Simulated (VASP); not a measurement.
# Tl3Ga3W (Pm-3m) in VASP: notebook, part 3 of 3

VASP 6.6.1. Earlier steps stand in the parts before.

### Step 5. Relaxation of cell and atoms, PBE+D3(BJ) (volume scaled by 1.04)

run.py reads:

```python
from ase.calculators.vasp import Vasp
from ase.io import read

atoms = read('Tl3Ga3W.cif', primitive_cell=True, subtrans_included=False)
calc = Vasp(
    directory='calc',
    xc='pbe',
    pp='PBE',
    setups={'base': 'minimal', 'Tl': '_d', 'Ga': '_h', 'W': '_sv'},
    prec='Accurate',
    encut=980,
    ediff=1e-07,
    ismear=1,
    sigma=0.1,
    lreal=False,
    lasph=True,
    nelm=100,
    algo='Normal',
    isif=3,
    lwave=False,
    lcharg=False,
    ivdw=12,
    ibrion=2,
    nsw=40,
    ediffg=-0.01,
    kpts=[5, 5, 5],
    gamma=True,
)
atoms.calc = calc

print('energy (eV):', atoms.get_potential_energy())
print('free energy (eV):', atoms.get_potential_energy(force_consistent=True))
print('forces (eV/A):')
print(atoms.get_forces())
print('stress (eV/A^3, Voigt):', atoms.get_stress())
print('Fermi level (eV):', calc.get_fermi_level())
print('cell (A, degrees):', atoms.cell.cellpar())
print('volume (A^3):', atoms.get_volume())
print('scaled positions:')
print(atoms.get_scaled_positions())
```

Tl3Ga3W.cif reads:

```cif
data_Tl3Ga3W
_cell_length_a 5.68806939
_cell_length_b 5.68806939
_cell_length_c 5.68806939
_cell_angle_alpha 90.00000000
_cell_angle_beta 90.00000000
_cell_angle_gamma 90.00000000
_space_group_name_H-M_alt 'Pm-3m'
_space_group_name_Hall '-P 4 2 3'
_space_group_IT_number 221
loop_
_space_group_symop_operation_xyz
'x,y,z'
'-x,-y,-z'
'-y,x,z'
'y,-x,-z'
'-x,-y,z'
'x,y,-z'
'y,-x,z'
'-y,x,-z'
'x,-y,-z'
'-x,y,z'
'-y,-x,-z'
'y,x,z'
'-x,y,-z'
'x,-y,z'
'y,x,-z'
'-y,-x,z'
'z,x,y'
'-z,-x,-y'
'z,-y,x'
'-z,y,-x'
'z,-x,-y'
'-z,x,y'
'z,y,-x'
'-z,-y,x'
'-z,x,-y'
'z,-x,y'
'-z,-y,-x'
'z,y,x'
'-z,-x,y'
'z,x,-y'
'-z,y,x'
'z,-y,-x'
'y,z,x'
'-y,-z,-x'
'x,z,-y'
'-x,-z,y'
'-y,z,-x'
'y,-z,x'
'-x,z,y'
'x,-z,-y'
'-y,-z,x'
'y,z,-x'
'-x,-z,-y'
'x,z,y'
'y,-z,-x'
'-y,z,x'
'x,-z,y'
'-x,z,-y'
loop_
_atom_site_label
_atom_site_type_symbol
_atom_site_symmetry_multiplicity
_atom_site_Wyckoff_symbol
_atom_site_fract_x
_atom_site_fract_y
_atom_site_fract_z
_atom_site_occupancy
Tl1 Tl 3 d 0.5000000000 0.0000000000 0.0000000000 1
Ga1 Ga 3 c 0.0000000000 0.5000000000 0.5000000000 1
W1 W 1 b 0.5000000000 0.5000000000 0.5000000000 1
```

Potentials or basis: VASP PAW PBE potentials, release 64 (Tl_d, Ga_h, W_sv).

The run is started by

```bash
python run.py
```

What it wrote:

```text
energy (eV): -26.41138244
free energy (eV): -26.41521282
forces (eV/A):
[[-0. -0.  0.]
 [-0. -0.  0.]
 [-0.  0.  0.]
 [ 0. -0.  0.]
 [ 0. -0.  0.]
 [-0. -0.  0.]
 [-0.  0.  0.]]
stress (eV/A^3, Voigt): [ 8.03404558e-06  8.03404558e-06  8.03404558e-06 -0.00000000e+00
  0.00000000e+00 -0.00000000e+00]
Fermi level (eV): 6.38974107
cell (A, degrees): [ 5.54054778  5.54054778  5.54054778 90.         90.         90.        ]
volume (A^3): 170.08190590989807
scaled positions:
[[0.5 0.  0. ]
 [0.  0.5 0. ]
 [0.  0.  0.5]
 [0.  0.5 0.5]
 [0.5 0.  0.5]
 [0.5 0.5 0. ]
 [0.5 0.5 0.5]]
```

OUTCAR:

```text
ENCUT = 980.000000
   EDIFF = 1.00e-07
   EDIFFG = -1.00e-02
   GGA = PE
   PREC = Accurate
   IBRION = 2
   ISIF = 3
   ISMEAR = 1
   NELM = 100
   NSW = 40
   IVDW = 12
   LASPH = .TRUE.
   LREAL = .FALSE.
 IVDW          = 12

 ion  position               nearest neighbor table
   1  0.500  0.000  0.000-   5 2.84   6 2.84   5 2.84   6 2.84   3 4.02   2 4.02   2 4.02   3 4.02
                             2 4.02   3 4.02   3 4.02   2 4.02
   2  0.000  0.500  0.000-   4 2.84   6 2.84   4 2.84   6 2.84   3 4.02   1 4.02   1 4.02   3 4.02
                             3 4.02   1 4.02   3 4.02   1 4.02
   3  0.000  0.000  0.500-   4 2.84   5 2.84   4 2.84   5 2.84   1 4.02   2 4.02   2 4.02   1 4.02
                             2 4.02   1 4.02   2 4.02   1 4.02
   4  0.000  0.500  0.500-   2 2.84   3 2.84   7 2.84   2 2.84   3 2.84   7 2.84
   5  0.500  0.000  0.500-   1 2.84   3 2.84   7 2.84   1 2.84   7 2.84   3 2.84
   6  0.500  0.500  0.000-   1 2.84   2 2.84   7 2.84   7 2.84   1 2.84   2 2.84
   7  0.500  0.500  0.500-   4 2.84   5 2.84   6 2.84   6 2.84   5 2.84   4 2.84

  LATTYP: Found a simple cubic cell.
 ALAT       =     5.6880693900

  Lattice vectors:

 A1 = (   5.6880693900,   0.0000000000,   0.0000000000)
 A2 = (   0.0000000000,   5.6880693900,   0.0000000000)
 A3 = (   0.0000000000,   0.0000000000,   5.6880693900)

Analysis of symmetry for initial positions (statically):
=====================================================================
 Subroutine PRICEL returns:
 Original cell was already a primitive cell.

 Routine SETGRP: Setting up the symmetry group for a
 simple cubic supercell.

 Subroutine GETGRP returns: Found 48 space group operations
 (whereof 48 operations were pure point group operations)
 out of a pool of 48 trial point group operations.

The static configuration has the point symmetry O_h .

Analysis of symmetry for dynamics (positions and initial velocities):
=====================================================================
 Subroutine PRICEL returns:
 Original cell was already a primitive cell.

 Routine SETGRP: Setting up the symmetry group for a
 simple cubic supercell.

 Subroutine GETGRP returns: Found 48 space group operations
 (whereof 48 operations were pure point group operations)
 out of a pool of 48 trial point group operations.

The dynamic configuration has the point symmetry O_h .

 Subroutine INISYM returns: Found 48 space group operations
 (whereof 48 operations are pure point group operations),
 and found     1 'primitive' translations

----------------------------------------------------------------------------------------

                                     Primitive cell

  volume of cell :     184.0326

  direct lattice vectors                    reciprocal lattice vectors
     5.688069390  0.000000000  0.000000000     0.175806575  0.000000000  0.000000000
     0.000000000  5.688069390  0.000000000     0.000000000  0.175806575  0.000000000
[... 73 lines left out ...]
   ICHARG =      2    charge: 1-file 2-atom 10-const
   ISPIN  =      1    spin polarized calculation?
   LNONCOLLINEAR =      F non collinear calculations
   LSORBIT =      F    spin-orbit coupling
   LASPH  =      T    aspherical Exc in radial PAW
   ENCUT  =  980.0 eV  72.03 Ry    8.49 a.u.  14.52 14.52 14.52*2*pi/ulx,y,z
   NELM   =    100;   NELMIN=  2; NELMDL= -5     # of ELM steps
   EDIFF  = 0.1E-06   stopping-criterion for ELM
   LREAL  =      F    real-space projection
   EDIFFG = -.1E-01   stopping-criterion for IOM
   NSW    =     40    number of steps for IOM
   IBRION =      2    ionic relax: 0-MD 1-quasi-New 2-CG
   NFREE  =      1    steps in history (QN), initial steepest desc. (CG)
   ISIF   =      3    stress and relaxation
   ISYM   =      2    0-nonsym 1-usesym 2-fastsym
   POTIM  = 0.5000    time-step for ionic-motion
   TEBEG  =    0.0;   TEEND  =   0.0 temperature during run
   PSTRESS=    0.0 pullay stress
   NELECT =      92.0000    total number of electrons
   NUPDOWN=      -1.0000    fix difference up-down
   EMIN   =  10.00;   EMAX   =-10.00  energy-range for DOS
   EFERMI =   0.00;   METHOD = LEGACY
   ISMEAR =     1;   SIGMA  =   0.10  broadening in eV -4-tet -1-fermi 0-gaus
   EFERMI_NEDOS =   21; number of points for ismear=-14 and -15
   IALGO  =     38    algorithm
   IMIX   =      4    mixing-type and parameters
     AMIX     =   0.40;   BMIX     =  1.00
     AMIX_MAG =   1.60;   BMIX_MAG =  1.00
  volume/ion in A,a.u.               =      26.29       177.42
  Fermi-wavevector in a.u.,A,eV,Ry     =   1.299289  2.455301 22.968714  1.688153
  Thomas-Fermi vector in A             =   2.430563
   LORBIT       =      0    0 simple, 1 ext, 2 COOP (PROOUT), +10 PAW based schemes
   GGA     = PE    functional components
   LHFCALC =     F    Hartree Fock is set to
   AEXX    =    0.0000 exact exchange contribution
   IVDW    =    12    specifies the selected vdW correction
   LEPSILON=     F    determine dielectric tensor
   LRPA    =     F    only Hartree local field effects (RPA)
 conjugate gradient relaxation of ions
 non-spin polarized calculation
 Methfessel and Paxton  Order N= 1 SIGMA  =   0.10
  energy-cutoff  :      980.00
  volume of cell :      184.03
 maximum number of plane-waves:     12893
 NGX is ok and might be reduce to    60
   NGX = 29   NGY = 29   NGZ = 29

--------------------------------------- Ionic step        1  -------------------------------------------

 number of electron      91.9999987 magnetization

 Free energy of the ion-electron system (eV)
  ---------------------------------------------------
  ext. energy  EPLUGINS =         0.00000000
  ---------------------------------------------------
  free energy    TOTEN  =       -24.10373428 eV

  energy without entropy =      -24.09175357  energy(sigma->0) =      -24.09974071

 E-fermi :   5.6474     XC(G=0):  -9.9662

 val. band max:        5.6194127924   @ k =   0.4000   0.4000   0.4000
 cond. band min:       5.6519567916   @ k =   0.4000   0.4000   0.2000
 fundamental gap:      0.0325439992
 Fermi energy:         5.6473901050

 k-point     1 :       0.0000    0.0000    0.0000
  band No.  band energies     occupation
      1     -68.4196      2.00000
      2     -32.5540      2.00000
      3     -32.5540      2.00000
      4     -32.5540      2.00000
      5      -9.2476      2.00000
      6      -9.2476      2.00000
[... 703 lines left out ...]
--------------------------------------- Ionic step        4  -------------------------------------------

 number of electron      92.0000014 magnetization

 Free energy of the ion-electron system (eV)
  ---------------------------------------------------
  ext. energy  EPLUGINS =         0.00000000
  ---------------------------------------------------
  free energy    TOTEN  =       -24.09266743 eV

  energy without entropy =      -24.08117629  energy(sigma->0) =      -24.08883705

 E-fermi :   6.3897     XC(G=0): -10.3544

 val. band max:        6.3834151776   @ k =   0.4000   0.4000   0.0000
 cond. band min:       6.4154167904   @ k =   0.4000   0.4000   0.2000
 fundamental gap:      0.0320016128
 Fermi energy:         6.3897410652

 k-point     1 :       0.0000    0.0000    0.0000
  band No.  band energies     occupation
      1     -67.5962      2.00000
      2     -31.7518      2.00000
      3     -31.7518      2.00000
      4     -31.7518      2.00000
      5      -8.5785      2.00000
      6      -8.5785      2.00000
[... 607 lines left out ...]
  FREE ENERGIE OF THE ION-ELECTRON SYSTEM (eV)
  ---------------------------------------------------
  free  energy   TOTEN  =       -26.4152128237 eV

  energy  without entropy=      -26.4037216748  energy(sigma->0) =      -26.41138244

 reached required accuracy - stopping structural energy minimisation
```

INCAR:

```text
ENCUT = 980.000000
SIGMA = 0.100000
EDIFF = 1.00e-07
EDIFFG = -1.00e-02
ALGO = Normal
GGA = PE
PREC = Accurate
IBRION = 2
ISIF = 3
ISMEAR = 1
NELM = 100
NSW = 40
IVDW = 12
LASPH = .TRUE.
LCHARG = .FALSE.
LWAVE = .FALSE.
LREAL = .FALSE.
```

It took 11 min on 1 thread of Intel Xeon 6975P-C (Granite Rapids), shared host; peak memory 0.7 GiB.

Results:

* Free energy: -26.4152 eV
* Relaxed volume: 24.30 Å³/atom
* Relaxed cell: a = 5.541 Å, b = 5.541 Å, c = 5.541 Å, α = 90.00°, β = 90.00°, γ = 90.00°
* Space group after relaxing (to 0.05 Å): Pm-3m (No. 221)
* Energy gained by relaxing: 7.7 meV/atom
* Ionic steps: 4
* Pressure after relaxing: 0.0 GPa
* Band gap on the k mesh: none (metal or under the smearing width)
* Dispersion energy per atom: -0.332 eV

The path:
| step | energy change (eV) | largest force (eV/Å) | pressure (GPa) | volume (Å³) |
| --- | --- | --- | --- | --- |
| 1 | 0.0000 | 0.0000 | -3.65 | 184.03 |
| 2 | -0.0515 | 0.0000 | 0.50 | 168.55 |
| 3 | -0.1360 | 0.0000 | -1.90 | 176.26 |
| 4 | -0.0539 | 0.0000 | 0.00 | 170.08 |

Final structure:
```
Tl Ga W
1.0
     5.54055    0.00000    0.00000
     0.00000    5.54055    0.00000
     0.00000    0.00000    5.54055
Tl Ga W
3 3 1
Direct
  0.50000 0.00000 0.00000
  0.00000 0.50000 0.00000
  0.00000 0.00000 0.50000
  0.00000 0.50000 0.50000
  0.50000 0.00000 0.50000
  0.50000 0.50000 0.00000
  0.50000 0.50000 0.50000
```

Levels at points of the mesh, in eV from the Fermi level:
```
           k point  band 43  band 44  band 45  band 46  band 47  band 48  band 49  band 50
(0.00, 0.00, 0.00)    -2.56    -0.70    -0.70    -0.70    -0.19    -0.19    -0.19     1.62
```

Caveat: pairwise dispersion overbinds metals, which lowers pressure and volume.

### Step 6. Summary

```tsv
task	level	potentials or basis	U	cell	cutoff (eV)	optimiser	gap on the mesh (eV)	pressure (GPa)	relaxed volume (Å³/atom)
relaxation of cell and atoms	PBE	VASP PAW PBE potentials, release 64 (Tl_d, Ga_d, W_sv)	-	relaxed	600	-	none	0.0	25.33
relaxation of the atoms	RPBE	VASP PAW PBE potentials, release 64 (Tl_d, Ga_d, W_sv)	-	atoms relaxed	520	-	none	2.0	-
electron localisation function	LDA+U	VASP PAW LDA potentials, release 64 (Tl_d, Ga_d, W_sv)	W d U = 3.5 eV	as given	520	-	none	-4.8	-
relaxation of cell and atoms	PBE+D3(BJ)	VASP PAW PBE potentials, release 64 (Tl_d, Ga_h, W_sv)	-	relaxed from: volume scaled by 1.04	980	vasp	none	0.0	24.30
```

Alike in all rows: no spin polarisation; k mesh 5 × 5 × 5; smearing methfessel-paxton 0.1 eV.

Caveats: the relaxation stopped at its first step, so nothing moved (some runs); the PAW data sets were made with another functional, which shifts forces and pressure a little (some runs); U without spin polarisation on a metal has little footing (some runs); the U is typed as a test and isn't derived for this compound (some runs); pairwise dispersion overbinds metals, which lowers pressure and volume (some runs).

Absolute energies hang on the potentials; compare differences alone.
